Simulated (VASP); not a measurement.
Consider the following.

```
CELL_PARAMETERS angstrom
      1.50496    -2.60666     0.00000
      1.50496     2.60666     0.00000
      0.00000     0.00000    10.98553
ATOMIC_POSITIONS crystal
  Mo 0.33333 0.66667 0.25000
  Mo 0.66667 0.33333 0.75000
  S  0.33333 0.66667 0.89321
  S  0.66667 0.33333 0.39321
  S  0.66667 0.33333 0.10679
  S  0.33333 0.66667 0.60679
```

Level of theory: PBEsol GGA, VASP's PBE PAW potentials (set 64) (plane waves; VASP 6.6.1). Settings: 500 eV cut-off, 8×8×2 Γ-centred mesh, Gaussian smearing of 0.050 eV, potentials Mo_sv S.

Energy and stress use the plane-wave basis of the starting cell. Without a dispersion term in the relaxation, distances and binding between the weakly bound layers, chains or molecules are unreliable, and so is what depends on them.

**Question.** The ions, cell shape and volume at an external pressure of 30.0 GPa are relaxed. What does this cell relax into?

**Answer.** 
```
CELL_PARAMETERS angstrom
      1.48166    -2.56631     0.00000
      1.48166     2.56631     0.00000
      0.00000     0.00000    10.75620
ATOMIC_POSITIONS crystal
  Mo 0.33333 0.66667 0.25000
  Mo 0.66667 0.33333 0.75000
  S  0.33333 0.66667 0.89663
  S  0.66667 0.33333 0.39663
  S  0.66667 0.33333 0.10337
  S  0.33333 0.66667 0.60337
```
Space group P6_3/mmc (194), at a tolerance of 0.03 Å.

**Question.** How do energy and volume change from the first to the last step?

**Answer.** The energy (σ→0) changes by +113.4 meV/atom and the volume by -5.1 %, in 8 ionic steps.

The compound is MoS2 in the 2H layered structure. This run relaxes it under an external pressure of 30 GPa. Symmetry was kept, so distortions that lower it aren't found. The k-mesh is coarse (spacing up to 0.31 per Å, 2π included), so the numbers may not be converged in it.
